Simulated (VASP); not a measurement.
# W (Tungsten): structure and properties in VASP, part 2 of 5

How well does LDA reproduce what experiment finds for W (Tungsten)? The cell is relaxed first, and properties follow on it. The start is a cell from a database of measured crystal structures.

VASP 6.6.1, plane waves and PAW; the level of theory is named at each step.

Still holding for the runs below: The k-mesh is coarse for a metal.

So far. Step 2 (Full relaxation (LDA)): It ends with forces that vanish by symmetry and a pressure of 0.10 GPa. The volume lies -3.2 % from that of the database's start, which holds the thermal and zero-point expansion of its experiment. LDA is known to overbind. Step 3 (Second relaxation): It ends with forces that vanish by symmetry and a pressure of 0.08 GPa. The volume moved by under 0.01 %: the run met its threshold at the first step.

## 4. Density, ELF and potential (LDA)

Level of this step: LDA; plane waves and PAW (W) (VASP).

The relaxed cell gets a fresh self-consistent run, on a basis set for its own volume, to fix the density and to check the remaining stress.

INCAR

```
SYSTEM = W
PREC = Accurate
ENCUT = 400
EDIFF = 1E-06
NELM = 100
ISMEAR = 1
SIGMA = 0.2
LREAL = .FALSE.
ALGO = Normal
GGA = CA
NBANDS = 9
LORBIT = 11
LWAVE = .FALSE.
LCHARG = .TRUE.
ISIF = 2
LELF = .TRUE.
LVHAR = .TRUE.
```

POSCAR

```
W
1.0
   -1.5651371244      1.5651371244      1.5651371244
    1.5651371244     -1.5651371244      1.5651371244
    1.5651371244      1.5651371244     -1.5651371244
W
1
Direct
    0.0000000000      0.0000000000      0.0000000000
```

KPOINTS

```
Automatic mesh
0
Gamma
10 10 10
0 0 0
```

PAW data sets: W (LDA family, release 64).

Started as:

```bash
$ mpirun -np 2 vasp_std
```

The log of the run:

```text
[banner, memory and clock lines left out]
running    2 mpi-ranks, on    1 nodes
 distrk:  each k-point on    2 cores,    1 groups
 distr:  one band on    1 cores,    2 groups

 POSCAR found type information on POSCAR W
 POSCAR found :  1 types and       1 ions
 LDA part: xc-table for (Slater(with rela. corr.)+CA(PZ))
 , standard interpolation
|                                                                             |
|           W    W    AA    RRRRR   N    N  II  N    N   GGGG   !!!           |
|           W    W   A  A   R    R  NN   N  II  NN   N  G    G  !!!           |
|           W    W  A    A  R    R  N N  N  II  N N  N  G       !!!           |
|           W WW W  AAAAAA  RRRRR   N  N N  II  N  N N  G  GGG   !            |
|           WW  WW  A    A  R   R   N   NN  II  N   NN  G    G                |
|           W    W  A    A  R    R  N    N  II  N    N   GGGG   !!!           |
|                                                                             |
|     The number of bands has been changed from the values supplied in        |
|     The orbitals not found in the WAVECAR file will be initialized with     |
|     random numbers, which is usually adequate. For correlated               |
|     calculations, however, you should redo the groundstate calculation.     |
|     I found NBANDS = 9. Now, NBANDS = 10.                                   |
|                                                                             |

 POSCAR, INCAR and KPOINTS ok, starting setup
 FFT: planning ... GRIDC
 FFT: planning ... GRID_SOFT
 FFT: planning ... GRID
 WAVECAR not read
 entering main loop
       N       E                     dE             d eps       ncg     rms          rms(c)
DAV:   1     0.267912697713E+01    0.26791E+01   -0.26265E+03   940   0.416E+02
DAV:   2    -0.145620084746E+02   -0.17241E+02   -0.16848E+02  1126   0.109E+02
DAV:   3    -0.149025997199E+02   -0.34059E+00   -0.33601E+00  1086   0.115E+01
DAV:   4    -0.149032019042E+02   -0.60218E-03   -0.60215E-03  1060   0.561E-01
DAV:   5    -0.149032030640E+02   -0.11598E-05   -0.11597E-05  1066   0.228E-02    0.214E+01
DAV:   6    -0.143968560571E+02    0.50635E+00   -0.32751E-01  1018   0.346E+00    0.103E+01
DAV:   7    -0.141996963452E+02    0.19716E+00   -0.37170E-01  1024   0.350E+00    0.274E-01
DAV:   8    -0.141970143398E+02    0.26820E-02   -0.35084E-03  1030   0.412E-01    0.103E-01
DAV:   9    -0.141966495171E+02    0.36482E-03   -0.18260E-04  1058   0.555E-02    0.250E-02
DAV:  10    -0.141966499859E+02   -0.46873E-06   -0.13871E-05  1062   0.241E-02    0.189E-02
DAV:  11    -0.141966502809E+02   -0.29502E-06   -0.39030E-07   578   0.604E-03
   1 F= -.14196650E+02 E0= -.14196835E+02  d E =0.553260E-03
```

Wall time 1.8 s (2 MPI ranks of Intel Xeon 6975P-C (Granite Rapids), shared host); peak memory 0.19 GiB; 2.4 s of CPU time.

From OUTCAR (step 4):

```text
The static configuration has the point symmetry O_h .

 Found     47 irreducible k-points:

   k-points           NKPTS =     47   k-points in BZ     NKDIM =     47   number of bands    NBANDS=     10

   NELECT =       6.0000    total number of electrons

 E-fermi :   8.2979

 k-point     1 :       0.0000    0.0000    0.0000
  band No.  band energies     occupation
      1      -1.5309      2.00000
      2       6.8369      2.00000
      3       6.8369      2.00000
      4       6.8369      2.00000
      5      10.4258     -0.00000
      6      10.4258     -0.00000
      7      23.5712      0.00000
      8      23.5712      0.00000
      9      23.5712      0.00000
    ...

 k-point     2 :       0.1000    0.0000    0.0000
  band No.  band energies     occupation
      1      -1.0474      2.00000
      2       6.5450      2.00000
      3       6.7590      2.00000
      4       7.3271      2.00000
      5      10.0154     -0.00000
      6      10.4373     -0.00000
      7      23.9651      0.00000
      8      24.4140      0.00000
      9      24.7172      0.00000
    ...

  Total        0.0073409      0.0073409      0.0073409     -0.0000000      0.0000000     -0.0000000
  in kB        0.7669069      0.7669069      0.7669069     -0.0000000      0.0000000     -0.0000000
  external PRESSURE =       0.7669069 kB  Pullay stress =       0.0000000 kB

 POSITION                                       TOTAL-FORCE (eV/Angst)
 -----------------------------------------------------------------------------------
      0.00000      0.00000      0.00000        -0.000000     -0.000000     -0.000000
 -----------------------------------------------------------------------------------
    total drift:                                0.000000      0.000000      0.000000

  FREE ENERGIE OF THE ION-ELECTRON SYSTEM (eV)
  ---------------------------------------------------
  free  energy   TOTEN  =       -14.1966502809 eV

  energy  without entropy=      -14.1972035409  energy(sigma->0) =      -14.19683470

[... 9 parts as in an earlier step ...]

[... 4 further parts left out ...]
```

This step gave:

```yaml
scf_cycles: 11
bands: 10
pressure: 0.07669 GPa
```

Valence electrons inside each PAW sphere by angular momentum. Sphere charges, by row:

```
atom  s (e)  p (e)  d (e)  tot (e)
  W1  0.693   0.75  4.232    5.675
```

Electrostatic potential energy in the ac plane of the conventional cell at fractional y = 0.000, with atoms of W within 0.2 Å of it. With pseudopotentials it is smooth inside the atoms' cores, unlike the true potential.

Ten even steps from '_' (-33 eV) to '@' (1 eV), each cell a mean:
```
____..--++##@@@@@@##==::____
__..::==**%%@@@@@@##++--..__
::::==++##@@@@@@@@%%**++--::
====**##%%@@@@@@@@@@%%**++==
####%%%%@@@@@@@@@@@@@@%%####
@@@@@@@@@@@@@@@@@@@@@@@@@@@@
@@@@@@@@@@@@@@@@@@@@@@@@@@@@
@@@@@@@@@@@@@@@@@@@@@@@@@@@@
##%%%%@@@@@@@@@@@@@@@@@@%%##
++++**##%%@@@@@@@@@@%%##**++
::--==**##@@@@@@@@%%##++==--
....::==**%%@@@@@@%%**==::..
____..--++%%@@@@@@##==::..__
____..::++##@@@@@@##==::____
```
Columns run along a (3.1 Å; values clipped at the 3rd and 97th percentile), rows up along c (3.1 Å), edges of the conventional cell, whose origin can differ from the input's. Atoms in or near the plane, at fractional coordinates: W at (0.00, 0.00).

ELF in the ac plane of the conventional cell at fractional y = 0.000, with atoms of W within 0.2 Å of it. It is the smooth field of the valence electrons, not physical close to the nuclei.

Values, 14 rows by 14 columns, each cell a mean:
```
0.00 0.00 0.02 0.07 0.14 0.25 0.37 0.43 0.34 0.21 0.12 0.05 0.01 0.00
0.00 0.02 0.07 0.15 0.22 0.31 0.42 0.48 0.40 0.27 0.20 0.12 0.05 0.01
0.03 0.07 0.16 0.25 0.32 0.40 0.48 0.52 0.47 0.37 0.30 0.23 0.12 0.05
0.09 0.13 0.23 0.32 0.39 0.47 0.51 0.53 0.51 0.45 0.37 0.30 0.20 0.12
0.18 0.22 0.31 0.40 0.46 0.50 0.50 0.51 0.51 0.50 0.45 0.37 0.27 0.21
0.32 0.35 0.42 0.48 0.51 0.49 0.47 0.46 0.48 0.51 0.51 0.47 0.40 0.34
0.42 0.44 0.49 0.53 0.52 0.49 0.45 0.44 0.46 0.51 0.53 0.52 0.48 0.43
0.35 0.38 0.45 0.50 0.52 0.49 0.46 0.45 0.47 0.50 0.51 0.48 0.42 0.37
0.22 0.26 0.34 0.43 0.49 0.50 0.49 0.49 0.49 0.50 0.47 0.40 0.31 0.25
0.11 0.16 0.25 0.34 0.42 0.49 0.52 0.52 0.51 0.46 0.39 0.32 0.22 0.14
0.05 0.08 0.18 0.27 0.34 0.43 0.50 0.53 0.48 0.40 0.32 0.25 0.15 0.07
0.01 0.03 0.10 0.18 0.25 0.34 0.45 0.49 0.42 0.31 0.23 0.16 0.07 0.02
0.00 0.00 0.03 0.08 0.16 0.26 0.38 0.44 0.35 0.22 0.13 0.07 0.02 0.00
0.00 0.00 0.01 0.05 0.11 0.22 0.35 0.42 0.32 0.18 0.09 0.03 0.00 0.00
```
Columns run along a (3.1 Å), rows up along c (3.1 Å), edges of the conventional cell, whose origin can differ from the input's. Atoms in or near the plane, at fractional coordinates: W at (0.00, 0.00).

Valence density in the ac plane of the conventional cell at fractional y = 0.000, with atoms of W within 0.2 Å of it. It is the smooth field of the valence electrons, not physical close to the nuclei.

Ten even steps from '0' (0.27 e/Å³) to '9' (0.85 e/Å³), each cell a mean:
```
87531000002467
66542000012466
34431000012344
22211000001222
01100000000110
00000000000000
00000000000000
00000000000000
00000000000000
11211000001121
33421000001343
55542000012455
87531000012467
98531000002368
```
Columns run along a (3.1 Å), rows up along c (3.1 Å), edges of the conventional cell, whose origin can differ from the input's. Atoms in or near the plane, at fractional coordinates: W at (0.00, 0.00).

In this run the pressure is 0.08 GPa, small enough to go on.

## 5. Band structure (LDA)

The mesh alone shows little of the dispersion and can miss band extrema, so KPOINTS_OPT adds a path through the symmetry points after the self-consistent cycle.

INCAR

```
SYSTEM = W
PREC = Accurate
ENCUT = 400
EDIFF = 1E-06
NELM = 100
ISMEAR = 1
SIGMA = 0.2
LREAL = .FALSE.
ALGO = Normal
GGA = CA
NBANDS = 14
LORBIT = 11
LWAVE = .FALSE.
LCHARG = .FALSE.
KPAR = 2
```

POSCAR is that of step 4.

KPOINTS is that of step 4.

KPOINTS_OPT

```
Line mode
16
Line-mode
Reciprocal
  0.00000000   0.00000000   0.00000000 GAMMA
  0.50000000  -0.50000000   0.50000000 H

  0.50000000  -0.50000000   0.50000000 H
  0.00000000   0.00000000   0.50000000 N

  0.00000000   0.00000000   0.50000000 N
  0.00000000   0.00000000   0.00000000 GAMMA

  0.00000000   0.00000000   0.00000000 GAMMA
  0.25000000   0.25000000   0.25000000 P

  0.25000000   0.25000000   0.25000000 P
  0.50000000  -0.50000000   0.50000000 H

  0.25000000   0.25000000   0.25000000 P
  0.00000000   0.00000000   0.50000000 N
```

Started as:

```bash
$ mpirun -np 2 vasp_std
```

The log of the run:

```text
[... set-up lines as in an earlier step ...]
 entering main loop
       N       E                     dE             d eps       ncg     rms          rms(c)
DAV:   1     0.461967948208E+01    0.46197E+01   -0.23951E+03  1332   0.293E+02
DAV:   2    -0.146233481486E+02   -0.19243E+02   -0.18478E+02  1658   0.887E+01
DAV:   3    -0.149029304767E+02   -0.27958E+00   -0.27939E+00  1742   0.835E+00
DAV:   4    -0.149032025554E+02   -0.27208E-03   -0.27207E-03  1676   0.309E-01
DAV:   5    -0.149032030657E+02   -0.51028E-06   -0.51069E-06  1778   0.119E-02    0.214E+01
DAV:   6    -0.143965135044E+02    0.50669E+00   -0.25328E-01  1772   0.247E+00    0.103E+01
DAV:   7    -0.141995052034E+02    0.19701E+00   -0.31375E-01  1756   0.255E+00    0.279E-01
DAV:   8    -0.141970561472E+02    0.24491E-02   -0.51903E-03  1648   0.368E-01    0.129E-01
DAV:   9    -0.141966522909E+02    0.40386E-03   -0.16451E-04  1822   0.400E-02    0.371E-02
DAV:  10    -0.141966498813E+02    0.24096E-05   -0.15365E-05  1670   0.213E-02    0.160E-02
DAV:  11    -0.141966502837E+02   -0.40239E-06   -0.57293E-07  1324   0.533E-03
   1 F= -.14196650E+02 E0= -.14196835E+02  d E =0.553106E-03
 Start KPOINTS_OPT (optional k-point list driver)
k-point batch [1-47\96]
       N       E                     dE             ncg
DAV:   1     0.230477402052E+04   -0.59468E+04     1340
DAV:   2     0.138965869494E+04   -0.91512E+03     1718
DAV:   3     0.137652673604E+04   -0.13132E+02     1712
DAV:   4     0.137651104560E+04   -0.15690E-01     1610
DAV:   5     0.137651100200E+04   -0.43594E-04     1720
DAV:   6     0.137651100180E+04   -0.20533E-06     1596
[...]
k-point batch [95-96\96]
       N       E                     dE             ncg
DAV:   1     0.110620628216E+05   -0.39195E+03       56
DAV:   2     0.110294057075E+05   -0.32657E+02       62
DAV:   3     0.110290798989E+05   -0.32581E+00       74
DAV:   4     0.110290794523E+05   -0.44661E-03       62
DAV:   5     0.110290794510E+05   -0.13184E-05       80
DAV:   6     0.110290794509E+05   -0.51514E-08       62
```

It took 3.4 s on 2 MPI ranks; peak memory 0.21 GiB.

From OUTCAR (step 5):

```text
   k-points           NKPTS =     47   k-points in BZ     NKDIM =     47   number of bands    NBANDS=     14

   NELECT =       6.0000    total number of electrons

 E-fermi :   8.2980

 k-point     5 :       0.4000    0.0000    0.0000
  band No.  band energies     occupation
      1       1.7656      2.00000
      2       4.6070      2.00000
      3       7.8572      2.00784
      4      10.4371     -0.00000
      5      11.1529     -0.00000
      6      13.2934      0.00000
      7      21.0200      0.00000
      8      21.1362      0.00000
    ...

  Total        0.0073770      0.0073770      0.0073770      0.0000000     -0.0000000      0.0000000
  in kB        0.7706809      0.7706809      0.7706809      0.0000000     -0.0000000      0.0000000
  external PRESSURE =       0.7706809 kB  Pullay stress =       0.0000000 kB

 POSITION                                       TOTAL-FORCE (eV/Angst)
 -----------------------------------------------------------------------------------
      0.00000      0.00000      0.00000         0.000000     -0.000000      0.000000
 -----------------------------------------------------------------------------------
    total drift:                                0.000000     -0.000000      0.000000

  FREE ENERGIE OF THE ION-ELECTRON SYSTEM (eV)
  ---------------------------------------------------
  free  energy   TOTEN  =       -14.1966502837 eV

  energy  without entropy=      -14.1972033902  energy(sigma->0) =      -14.19683465

[... 13 parts as in an earlier step ...]

[... 3 further parts left out ...]
```

Spin-orbit coupling is off here; with elements this heavy it splits and shifts levels by tenths of an eV or more.

This step gave:

- bands: 14
- pressure: 0.07707 GPa

The electronic bands at the labelled points (eV, zero at the Fermi level; # counts the bands kept):

```csv
point,#1,#2,#3,#4,#5,#6
Γ,-9.83,-1.46,-1.46,-1.46,2.13,2.13
0.53 of the way,-5.05,-3.49,-0.45,-0.45,1.59,3.50
H,-6.22,-6.22,5.22,5.22,5.22,8.63
0.53 of the way,-5.17,-3.64,-1.22,-0.08,5.78,7.34
N,-6.58,-3.88,0.85,2.05,3.05,6.27
0.53 of the way,-7.61,-2.69,-2.01,1.10,1.44,2.30
Γ,-9.83,-1.46,-1.46,-1.46,2.13,2.13
0.47 of the way,-6.56,-3.06,-3.06,2.11,2.11,3.21
P,-3.15,-3.15,-3.15,3.22,3.22,6.94
0.47 of the way,-3.92,-3.50,-3.50,2.76,2.76,9.09
H,-6.22,-6.22,5.22,5.22,5.22,8.63
jump to P,-3.15,-3.15,-3.15,3.22,3.22,6.94
0.47 of the way,-4.95,-3.87,-1.25,2.65,3.14,8.99
N,-6.58,-3.88,0.85,2.05,3.05,6.27
```

The electronic bands as a text plot (rows in eV, shown from -8.0 to 1.8 only):

```
    1.6 | *    * *          *    *  *
    1.2 |                         **
    0.8 |  *  *         *  * *           *                      *
    0.4 |    *          *         *                     *
    0.0 |   *   *        ** * *    *                           *
   -0.4 |      *               *        *                     *
   -0.8 |  ** *                     *
   -1.2 |**  *           *           ***               *
   -1.6 |****              *    *  ******                    *
   -2.1 |    *                   ***                  *     *
   -2.5 |                 *       *      *
   -2.9 |     *            *     *        *    * ***       *
   -3.3 |      *                *          *  ***   *      *
   -3.7 |                *  ****            ***  *   *      ** **
   -4.1 |       *                                    *        *
   -4.5 |       *                                 *** *      *
   -4.9 |      * *      *                   *          *
   -5.3 |        **     **                              *
   -5.7 |     *   **  **  **               *                  *
   -6.2 |          ***                                   **    *
   -6.6 |    *              *****                               *
   -7.0 |
   -7.4 |                        *        *
   -7.8 |                                *
         Γ           H       N        Γ         P        H|P    N
```

There is no gap at this level.

[end of part 2 of 5]

[Lines on the potential files, build, host, timing and source positions are cut from VASP's logs without a mark.]

[Logs are printed without paths, hosts, clocks, repeated set-up lines and the standing remarks that a program may print on its own settings, such as how far it seeks lower states.]

[Hosts, paths, dates, database ids (printed as entryN), source tags and the programs' standing remarks are cut or masked in the printed files.]

[Measured values are set beside computed ones only where the two were judged alike; some that the calculation misses by far are left out.]

[In band tables of VASP the shares of atoms and orbitals are scaled to a sum of 1 inside the atoms' spheres.]
